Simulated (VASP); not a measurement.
# CeZn2Ni (P4/mmm) in VASP: convergence with k mesh

Aim: find how far k mesh must go before the results for CeZn2Ni settle, at PBE. This setting moves, with any that are tied to it; all else stays.

All numbers are computed with VASP 6.6.1; they aren't measurements. Logs are shortened: lines on timing, memory, paths and dates and some standing lists are left out, and cuts for length are marked.

## (1) The structure

It takes space group P4/mmm (No. 123, tetragonal). The conventional cell has a = 3.864 Å, b = 3.864 Å, c = 4.919 Å, α = 90.00°, β = 90.00°, γ = 90.00°. Ce (site symmetry 4/mmm) has 4 Ni at 2.73 Å and 8 Zn at 3.13 Å as nearest neighbours. Around Zn (site symmetry mmm) lie 4 Zn at 2.73 Å and 4 Ce at 3.13 Å and 4 Ni at 3.13 Å. Ni (site symmetry 4/mmm) is surrounded by 4 Ce at 2.73 Å and 8 Zn at 3.13 Å.

The cell comes from a database or a generator and needn't be the stable form of this composition.

## (2) With k mesh 2 × 2 × 2

INCAR reads:

```
SYSTEM = CeZn2Ni
PREC = Accurate
ENCUT = 520
EDIFF = 1E-6
ISMEAR = 1
SIGMA = 0.1
LREAL = .FALSE.
LASPH = .TRUE.
NELM = 120
ALGO = Normal
ISIF = 2
LWAVE = .FALSE.
LCHARG = .FALSE.
ISPIN = 2
MAGMOM = 1 0 0 1
LORBIT = 11
LMAXMIX = 6
GGA = PE
```

KPOINTS reads:

```
regular mesh
0
G
  2 2 2
  0 0 0
```

POSCAR reads:

```
CeZn2Ni
1.0
    3.8643900000      0.0000000000      0.0000000000
    0.0000000000      3.8643900000      0.0000000000
    0.0000000000      0.0000000000      4.9192680000
Ce Zn Ni
1 2 1
Direct
    0.0000000000      0.0000000000      0.0000000000
    0.0000000000      0.5000000000      0.5000000000
    0.5000000000      0.0000000000      0.5000000000
    0.5000000000      0.5000000000      0.0000000000
```

Potentials or basis: VASP PAW PBE potentials, release 64 (Ce, Zn, Ni).

On the command line:

```bash
> cat potpaw_PBE.64/Ce/POTCAR potpaw_PBE.64/Zn/POTCAR potpaw_PBE.64/Ni/POTCAR > POTCAR
> mpirun -np 1 vasp_std > vasp.out
```

OUTCAR:

```text
SYSTEM = CeZn2Ni
   PREC = Accurate
   ENCUT = 520
   EDIFF = 1E-6
   ISMEAR = 1
   LREAL = .FALSE.
   LASPH = .TRUE.
   NELM = 120
   ISIF = 2
   ISPIN = 2
   LORBIT = 11
   GGA = PE

 Found      6 irreducible k-points:

 Following reciprocal coordinates:
            Coordinates               Weight
  0.000000  0.000000  0.000000      1.000000
  0.500000  0.000000  0.000000      2.000000
  0.500000  0.500000  0.000000      1.000000
  0.000000  0.000000  0.500000      1.000000
  0.500000  0.000000  0.500000      2.000000
  0.500000  0.500000  0.500000      1.000000
   k-points           NKPTS =      6   k-points in BZ     NKDIM =      6   number of bands    NBANDS=     28
   number of dos      NEDOS =    301   number of ions     NIONS =      4
   total plane-waves  NPLWV =  36000
   dimension x,y,z NGX =    30 NGY =   30 NGZ =   40
   dimension x,y,z NGXF=    60 NGYF=   60 NGZF=   80
   ions per type =               1   2   1
   NGX,Y,Z   is equivalent  to a cutoff of  12.91, 12.91, 13.52 a.u.
   NGXF,Y,Z  is equivalent  to a cutoff of  25.81, 25.81, 27.04 a.u.
 SYSTEM =  CeZn2Ni
   PREC   = accura    normal or accurate (medium, high low for compatibility)
   ISTART =      0    job   : 0-new  1-cont  2-samecut
   ICHARG =      2    charge: 1-file 2-atom 10-const
   ISPIN  =      2    spin polarized calculation?
   LNONCOLLINEAR =      F non collinear calculations
   LSORBIT =      F    spin-orbit coupling
   LASPH  =      T    aspherical Exc in radial PAW
   ENCUT  =  520.0 eV  38.22 Ry    6.18 a.u.   7.19  7.19  9.15*2*pi/ulx,y,z
   NELM   =    120;   NELMIN=  2; NELMDL= -5     # of ELM steps
   EDIFF  = 0.1E-05   stopping-criterion for ELM
   LREAL  =      F    real-space projection
   EDIFFG = 0.1E-04   stopping-criterion for IOM
   NSW    =      0    number of steps for IOM
   IBRION =     -1    ionic relax: 0-MD 1-quasi-New 2-CG
   NFREE  =      0    steps in history (QN), initial steepest desc. (CG)
   ISIF   =      2    stress and relaxation
   ISYM   =      2    0-nonsym 1-usesym 2-fastsym
   POTIM  = 0.5000    time-step for ionic-motion
   TEBEG  =    0.0;   TEEND  =   0.0 temperature during run
   PSTRESS=    0.0 pullay stress
   NELECT =      46.0000    total number of electrons
   NUPDOWN=      -1.0000    fix difference up-down
   EMIN   =  10.00;   EMAX   =-10.00  energy-range for DOS
   EFERMI =   0.00;   METHOD = LEGACY
   ISMEAR =     1;   SIGMA  =   0.10  broadening in eV -4-tet -1-fermi 0-gaus
   EFERMI_NEDOS =   21; number of points for ismear=-14 and -15
   IALGO  =     38    algorithm
   IMIX   =      4    mixing-type and parameters
     AMIX     =   0.40;   BMIX     =  1.00
     AMIX_MAG =   1.60;   BMIX_MAG =  1.00
  volume/ion in A,a.u.               =      18.37       123.94
  Fermi-wavevector in a.u.,A,eV,Ry     =   1.400576  2.646705 26.689363  1.961613
  Thomas-Fermi vector in A             =   2.523523
   LORBIT       =     11    0 simple, 1 ext, 2 COOP (PROOUT), +10 PAW based schemes
   GGA     = PE    functional components
   LHFCALC =     F    Hartree Fock is set to
   AEXX    =    0.0000 exact exchange contribution
   IVDW    =     0    specifies the selected vdW correction
   LEPSILON=     F    determine dielectric tensor
   LRPA    =     F    only Hartree local field effects (RPA)
 spin polarized calculation
 Methfessel and Paxton  Order N= 1 SIGMA  =   0.10
  energy-cutoff  :      520.00
  volume of cell :       73.46
 maximum number of plane-waves:      2000
 NGX is ok and might be reduce to    30
   NGX = 15   NGY = 15   NGZ = 19

 number of electron      45.9999982 magnetization       0.5002053

 Free energy of the ion-electron system (eV)
  ---------------------------------------------------
  ext. energy  EPLUGINS =         0.00000000
  ---------------------------------------------------
  free energy    TOTEN  =       -14.70372441 eV

  energy without entropy =      -14.70532250  energy(sigma->0) =      -14.70425711

 E-fermi :   5.6993     XC(G=0): -11.2945

 val. band max:        5.6644936940   @ k =   0.5000   0.0000   0.0000
 cond. band min:       5.7323214649   @ k =   0.0000   0.0000   0.0000
 fundamental gap:      0.0678277710
 Fermi energy:         5.6992972858

 spin component 1

 k-point     1 :       0.0000    0.0000    0.0000
  band No.  band energies     occupation
      1     -28.9321      1.00000
      2     -11.7675      1.00000
      3     -11.5470      1.00000
      4     -11.5470      1.00000
      5      -2.2196      1.00000
      6      -1.8044      1.00000
[... 20 lines left out ...]
     27       5.8725     -0.01719
     28       6.1092     -0.00000

 k-point     2 :       0.5000    0.0000    0.0000
  band No.  band energies     occupation
      1     -28.8890      1.00000
      2     -12.1711      1.00000
      3     -11.7111      1.00000
      4     -11.5440      1.00000
      5      -1.4375      1.00000
      6      -1.3452      1.00000
[... 20 lines left out ...]
     27       6.1316     -0.00000
     28       6.1663     -0.00000

 k-point     3 :       0.5000    0.5000    0.0000
  band No.  band energies     occupation
      1     -28.8560      1.00000
      2     -12.0345      1.00000
      3     -12.0345      1.00000
      4     -11.6508      1.00000
      5      -1.6635      1.00000
      6      -1.6635      1.00000
[... 57 lines left out ...]
      2     -12.1494      1.00000
      3     -11.7914      1.00000
      4     -11.5448      1.00000
      5      -1.3857      1.00000
      6      -1.3807      1.00000
[... 20 lines left out ...]
     27       6.1600     -0.00000
     28       6.2172     -0.00000

 k-point     6 :       0.5000    0.5000    0.5000
  band No.  band energies     occupation
      1     -28.8550      1.00000
      2     -12.0139      1.00000
      3     -12.0139      1.00000
      4     -11.6942      1.00000
      5      -1.6802      1.00000
      6      -1.6802      1.00000
[... 20 lines left out ...]
     27       5.9320     -0.00242
     28       5.9342     -0.00221
 Fermi energy:         5.6992972858

 spin component 2

 k-point     1 :       0.0000    0.0000    0.0000
  band No.  band energies     occupation
      1     -28.6957      1.00000
      2     -11.5820      1.00000
      3     -11.3641      1.00000
      4     -11.3641      1.00000
      5      -2.2143      1.00000
      6      -1.8044      1.00000
[... 20 lines left out ...]
     27       6.1577     -0.00000
     28       6.2700     -0.00000

 k-point     2 :       0.5000    0.0000    0.0000
  band No.  band energies     occupation
      1     -28.6517      1.00000
      2     -12.0012      1.00000
      3     -11.5247      1.00000
      4     -11.3614      1.00000
      5      -1.4353      1.00000
      6      -1.3426      1.00000
[... 20 lines left out ...]
     27       6.3480     -0.00000
     28       6.3636     -0.00000

 k-point     3 :       0.5000    0.5000    0.0000
  band No.  band energies     occupation
      1     -28.6180      1.00000
      2     -11.8609      1.00000
      3     -11.8609      1.00000
      4     -11.4633      1.00000
      5      -1.6627      1.00000
      6      -1.6627      1.00000
[... 58 lines left out ...]
      3     -11.6081      1.00000
      4     -11.3622      1.00000
      5      -1.3832      1.00000
      6      -1.3779      1.00000
[... 20 lines left out ...]
     27       6.3669     -0.00000
     28       6.4876     -0.00000

 k-point     6 :       0.5000    0.5000    0.5000
  band No.  band energies     occupation
      1     -28.6169      1.00000
      2     -11.8395      1.00000
      3     -11.8395      1.00000
      4     -11.5082      1.00000
      5      -1.6795      1.00000
      6      -1.6795      1.00000
[... 20 lines left out ...]
     27       6.2213     -0.00000
     28       6.2213     -0.00000

------------------------ aborting loop because EDIFF is reached ----------------------------------------

  FORCE on cell =-STRESS in cart. coord.  units (eV):
  Direction    XX          YY          ZZ          XY          YZ          ZX
  --------------------------------------------------------------------------------------
  -------------------------------------------------------------------------------------
  Total       -1.2131346     -1.2131346      2.4302902      0.0000000      0.0000000      0.0000000
  in kB      -26.4580106    -26.4580106     53.0037177      0.0000000      0.0000000      0.0000000
  external PRESSURE =       0.0292322 kB  Pullay stress =       0.0000000 kB

 VOLUME and BASIS-vectors are now :
 -----------------------------------------------------------------------------
  energy-cutoff  :      520.00
  volume of cell :       73.46
      direct lattice vectors                 reciprocal lattice vectors
     3.864390000  0.000000000  0.000000000     0.258773053  0.000000000  0.000000000
     0.000000000  3.864390000  0.000000000     0.000000000  0.258773053  0.000000000
     0.000000000  0.000000000  4.919268000     0.000000000  0.000000000  0.203282277

 POSITION                                       TOTAL-FORCE (eV/Angst)
 -----------------------------------------------------------------------------------
      0.00000      0.00000      0.00000         0.000000      0.000000      0.000000
      0.00000      1.93220      2.45963         0.000000      0.000000      0.000000
      1.93220      0.00000      2.45963         0.000000      0.000000      0.000000
      1.93220      1.93220      0.00000         0.000000      0.000000      0.000000
 -----------------------------------------------------------------------------------
    total drift:                                0.000000      0.000000     -0.000000

  FREE ENERGIE OF THE ION-ELECTRON SYSTEM (eV)
  ---------------------------------------------------
  free  energy   TOTEN  =       -14.7037244089 eV

  energy  without entropy=      -14.7053225025  energy(sigma->0) =      -14.70425711

 total charge

# of ion       s       p       d       f       tot
--------------------------------------------------
    1        2.070   5.668   1.021   0.993   9.752
    2        0.673   0.349   9.722   0.000  10.743
    3        0.673   0.349   9.722   0.000  10.743
    4        0.541   0.258   8.396   0.000   9.195
--------------------------------------------------
tot          3.956   6.623  28.860   0.993  40.433

 magnetization (x)

# of ion       s       p       d       f       tot
--------------------------------------------------
    1       -0.000  -0.004   0.011   0.488   0.494
    2        0.004  -0.002   0.000   0.000   0.003
    3        0.004  -0.002   0.000   0.000   0.003
    4        0.009  -0.000  -0.033   0.000  -0.024
--------------------------------------------------
tot          0.016  -0.008  -0.022   0.488   0.475
```

Run time: 46 s. Hardware: 1 thread of Intel Xeon 6975P-C (Granite Rapids), shared host; peak memory 0.23 GiB.

Results:

```
Free energy                                           : -14.7037 eV
Pressure                                              : 0.0 GPa
Band gap on the k mesh                                : none (metal or under the smearing width)
Net moment                                            : 0.50 μB per cell
Site moments                                          : Ce +0.49; Zn +0.00; Ni -0.02 μB
Valence electrons inside the program's atomic spheres : Ce 9.75; Zn 10.74; Ni 9.20
```

## (3) With k mesh 3 × 3 × 2

INCAR is that of step 2.

KPOINTS reads:

```
regular mesh
0
G
  3 3 2
  0 0 0
```

POSCAR is that of step 2.

Potentials or basis: VASP PAW PBE potentials, release 64 (Ce, Zn, Ni).

On the command line:

```bash
> cat potpaw_PBE.64/Ce/POTCAR potpaw_PBE.64/Zn/POTCAR potpaw_PBE.64/Ni/POTCAR > POTCAR
> mpirun -np 1 vasp_std > vasp.out
```

It took 2.5 min on 1 thread of Intel Xeon 6975P-C (Granite Rapids), shared host; peak memory 0.24 GiB.

What came out:

* Free energy: -14.0425 eV
* Pressure: -0.1 GPa
* Band gap on the k mesh: none (metal or under the smearing width)
* Net moment: -0.01 μB per cell
* Valence electrons inside the program's atomic spheres: Ce 9.77; Zn 10.75; Ni 9.19

## (4) With k mesh 3 × 3 × 3

INCAR is that of step 3.

KPOINTS reads:

```
regular mesh
0
G
  3 3 3
  0 0 0
```

POSCAR is that of step 3.

On the command line:

```bash
> cat potpaw_PBE.64/Ce/POTCAR potpaw_PBE.64/Zn/POTCAR potpaw_PBE.64/Ni/POTCAR > POTCAR
> mpirun -np 1 vasp_std > vasp.out
```

It took 58 s on 1 thread of Intel Xeon 6975P-C (Granite Rapids), shared host; peak memory 0.23 GiB.

What came out:

* Free energy: -14.2223 eV
* Pressure: 0.0 GPa
* Band gap on the k mesh: none (metal or under the smearing width)
* Net moment: 0.08 μB per cell
* Site moments: Ce +0.10; Zn +0.00; Ni -0.02 μB
* Valence electrons inside the program's atomic spheres: Ce 9.77; Zn 10.75; Ni 9.19

## (5) With k mesh 4 × 4 × 3

INCAR is that of step 4.

KPOINTS reads:

```
regular mesh
0
G
  4 4 3
  0 0 0
```

POSCAR is that of step 4.

On the command line:

```bash
> cat potpaw_PBE.64/Ce/POTCAR potpaw_PBE.64/Zn/POTCAR potpaw_PBE.64/Ni/POTCAR > POTCAR
> mpirun -np 1 vasp_std > vasp.out
```

Wall time 70 s (1 thread of Intel Xeon 6975P-C (Granite Rapids), shared host); peak memory 0.24 GiB.

Results:

- Free energy: -14.0941 eV
- Pressure: 0.6 GPa
- Band gap on the k mesh: none (metal or under the smearing width)
- Net moment: 0.74 μB per cell
- Site moments: Ce +0.60; Zn +0.01; Ni -0.05 μB
- Valence electrons inside the program's atomic spheres: Ce 9.77; Zn 10.74; Ni 9.19

## (6) With k mesh 5 × 5 × 4

INCAR is that of step 5.

KPOINTS reads:

```
regular mesh
0
G
  5 5 4
  0 0 0
```

POSCAR is that of step 5.

Potentials or basis: VASP PAW PBE potentials, release 64 (Ce, Zn, Ni).

On the command line:

```bash
> cat potpaw_PBE.64/Ce/POTCAR potpaw_PBE.64/Zn/POTCAR potpaw_PBE.64/Ni/POTCAR > POTCAR
> mpirun -np 1 vasp_std > vasp.out
```

It took 2.1 min on 1 thread of Intel Xeon 6975P-C (Granite Rapids), shared host; peak memory 0.26 GiB.

What came out:

```
Free energy                                           : -14.0473 eV
Pressure                                              : 0.6 GPa
Band gap on the k mesh                                : none (metal or under the smearing width)
Net moment                                            : 0.00 μB per cell
Valence electrons inside the program's atomic spheres : Ce 9.76; Zn 10.74; Ni 9.19
```

## (7) With k mesh 6 × 6 × 5

INCAR is that of step 6.

KPOINTS reads:

```
regular mesh
0
G
  6 6 5
  0 0 0
```

POSCAR is that of step 6.

On the command line:

```bash
> cat potpaw_PBE.64/Ce/POTCAR potpaw_PBE.64/Zn/POTCAR potpaw_PBE.64/Ni/POTCAR > POTCAR
> mpirun -np 1 vasp_std > vasp.out
```

Wall time 2.9 min (1 thread of Intel Xeon 6975P-C (Granite Rapids), shared host); peak memory 0.29 GiB.

Results:

```
Free energy                                           : -14.0334 eV
Pressure                                              : 0.4 GPa
Band gap on the k mesh                                : none (metal or under the smearing width)
Net moment                                            : 0.00 μB per cell
Valence electrons inside the program's atomic spheres : Ce 9.77; Zn 10.74; Ni 9.19
```

## (8) With k mesh 8 × 8 × 6

INCAR is that of step 7.

KPOINTS reads:

```
regular mesh
0
G
  8 8 6
  0 0 0
```

POSCAR is that of step 7.

On the command line:

```bash
> cat potpaw_PBE.64/Ce/POTCAR potpaw_PBE.64/Zn/POTCAR potpaw_PBE.64/Ni/POTCAR > POTCAR
> mpirun -np 1 vasp_std > vasp.out
```

Run time: 5.5 min. Hardware: 1 thread of Intel Xeon 6975P-C (Granite Rapids), shared host; peak memory 0.38 GiB.

Results:

```
Free energy                                           : -14.0245 eV
Pressure                                              : 0.6 GPa
Band gap on the k mesh                                : none (metal or under the smearing width)
Net moment                                            : 0.31 μB per cell
Site moments                                          : Ce +0.27; Zn +0.00; Ni -0.02 μB
Valence electrons inside the program's atomic spheres : Ce 9.77; Zn 10.74; Ni 9.19
```

## (9) With k mesh 10 × 10 × 8

INCAR is that of step 8.

KPOINTS reads:

```
regular mesh
0
G
  10 10 8
  0 0 0
```

POSCAR is that of step 8.

Potentials or basis: VASP PAW PBE potentials, release 64 (Ce, Zn, Ni).

On the command line:

```bash
> cat potpaw_PBE.64/Ce/POTCAR potpaw_PBE.64/Zn/POTCAR potpaw_PBE.64/Ni/POTCAR > POTCAR
> mpirun -np 1 vasp_std > vasp.out
```

Wall time 8.5 min (1 thread of Intel Xeon 6975P-C (Granite Rapids), shared host); peak memory 0.51 GiB.

What came out:

* Free energy: -14.0273 eV
* Pressure: 0.5 GPa
* Band gap on the k mesh: none (metal or under the smearing width)
* Net moment: 0.23 μB per cell
* Site moments: Ce +0.20; Zn +0.00; Ni -0.01 μB
* Valence electrons inside the program's atomic spheres: Ce 9.77; Zn 10.74; Ni 9.19

## (10) With k mesh 11 × 11 × 9

INCAR is that of step 9.

KPOINTS reads:

```
regular mesh
0
G
  11 11 9
  0 0 0
```

POSCAR is that of step 9.

On the command line:

```bash
> cat potpaw_PBE.64/Ce/POTCAR potpaw_PBE.64/Zn/POTCAR potpaw_PBE.64/Ni/POTCAR > POTCAR
> mpirun -np 1 vasp_std > vasp.out
```

It took 9.5 min on 1 thread of Intel Xeon 6975P-C (Granite Rapids), shared host; peak memory 0.51 GiB.

It converged, with:

```yaml
Free_energy: -14.0268 eV
Pressure: 0.6 GPa
Band_gap_on_the_k_mesh: none (metal or under the smearing width)
Net_moment: 0.32 μB per cell
Site_moments: Ce +0.27; Zn +0.01; Ni -0.02 μB
Valence_electrons_inside_the_program's_atomic_spheres: Ce 9.77; Zn 10.74; Ni 9.19
```

## (11) Summary

| k mesh | energy less the tightest run, at zero smearing (meV/atom) | pressure (GPa) | largest site moment (μB) | SCF cycles | CPU time (s) | peak memory (GiB) |
| --- | --- | --- | --- | --- | --- | --- |
| 2 × 2 × 2 | -169.31 | 0.00 | 0.49 | 20 | 46 | 0.23 |
| 3 × 3 × 2 | -4.19 | -0.07 | 0.00 | 69 | 150 | 0.24 |
| 3 × 3 × 3 | -49.89 | -0.05 | 0.10 | 26 | 57 | 0.23 |
| 4 × 4 × 3 | -17.31 | 0.63 | 0.60 | 25 | 70 | 0.24 |
| 5 × 5 × 4 | -4.74 | 0.55 | 0.00 | 28 | 120 | 0.26 |
| 6 × 6 × 5 | -1.50 | 0.43 | 0.00 | 25 | 170 | 0.29 |
| 8 × 8 × 6 | 0.58 | 0.64 | 0.27 | 24 | 330 | 0.38 |
| 10 × 10 × 8 | -0.11 | 0.52 | 0.20 | 24 | 510 | 0.51 |
| 11 × 11 × 9 | 0.00 | 0.60 | 0.27 | 24 | 570 | 0.51 |

Against the tightest run, the energy stays within 1 meV/atom from 8 × 8 × 6 on; the pressure stays within 0.1 GPa from 8 × 8 × 6 on. Not settled before the last step: the largest site moment (to 0.02 μB). Meshes of other sizes hit other points, so gaps and Fermi surfaces needn't settle smoothly. The tightest run that finished is the yardstick and may itself not be fully converged.

Caveats: the magnetic or orbital state may not be the lowest; spin-orbit coupling is left out, which moves the levels of the heavy elements; without U or exact exchange the open f shell lies at the Fermi level, which spoils levels, moments and volumes.
